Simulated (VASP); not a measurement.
The system is InSb.

```
In Sb
1.0
     0.00000    3.23910    3.23910
     3.23910    0.00000    3.23910
     3.23910    3.23910    0.00000
In Sb
1 1
Direct
  0.00000 0.00000 0.00000
  0.25000 0.25000 0.25000
```

| Property | Result |
| --- | --- |
| Program | VASP 6.6.1 |
| Task | relaxation of cell and atoms |
| Functional | AM05 |
| Potentials or basis | VASP PAW PBE potentials, release 64 (In_d, Sb) |
| Cutoff | 600 eV |
| k mesh | 10 × 10 × 10 |
| Occupations | gaussian, width 0.03 eV |
| Spin | no spin polarisation |

At the start: pressure 1.3 GPa; volume 33.98 Å³/atom.

Q: How do energy, volume and symmetry change on relaxing?

A: Over 3 steps the energy falls by 3.9 meV/atom and the volume is 34.99 Å³/atom (+3.0 %); space group F-43m (No. 216, to 0.05 Å).

Step by step:
| step | energy change (eV) | largest force (eV/Å) | pressure (GPa) | volume (Å³) |
| --- | --- | --- | --- | --- |
| 1 | 0.0000 | 0.0000 | 1.27 | 67.97 |
| 2 | -0.0070 | 0.0000 | -0.39 | 70.65 |
| 3 | -0.0078 | 0.0000 | 0.01 | 69.98 |

Final structure:
```xyz
2
Lattice="0.0000 3.2708 3.2708 3.2708 0.0000 3.2708 3.2708 3.2708 0.0000" Properties=species:S:1:pos:R:3 pbc="T T T"
In    0.0000    0.0000    0.0000
Sb    1.6354    1.6354    1.6354
```

Caveat: the PAW data sets were made with another functional, which shifts forces and pressure a little.
